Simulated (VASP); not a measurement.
```xyz
2
Lattice="2.7322 0.0000 0.0000 0.0000 2.7322 0.0000 0.0000 0.0000 3.8748" Properties=species:S:1:pos:R:3 pbc="T T T"
Fe     0.0000     0.0000     0.0000
Pt     1.3661     1.3661     1.9374
```
Starting moments (μB, in the order of the record's atoms Fe Pt): 3.3 0.3.

The numbers are results of r2SCAN meta-GGA, VASP's PBE PAW potentials (set 64) (plane waves; VASP), not measurements. Run with 480 eV cut-off, 12×12×10 Γ-centred mesh, first-order Methfessel-Paxton smearing of 0.10 eV, potentials Fe Pt.

Give the stress tensor in GPa (positive for a compressed cell).

```
 -5.76    0.00    0.00
  0.00   -5.76    0.00
  0.00    0.00  -11.62
```
The pressure is its mean diagonal, -7.71 GPa.

The compound is FePt in the L1_0 structure. This cell was strained or had an atom moved on purpose.
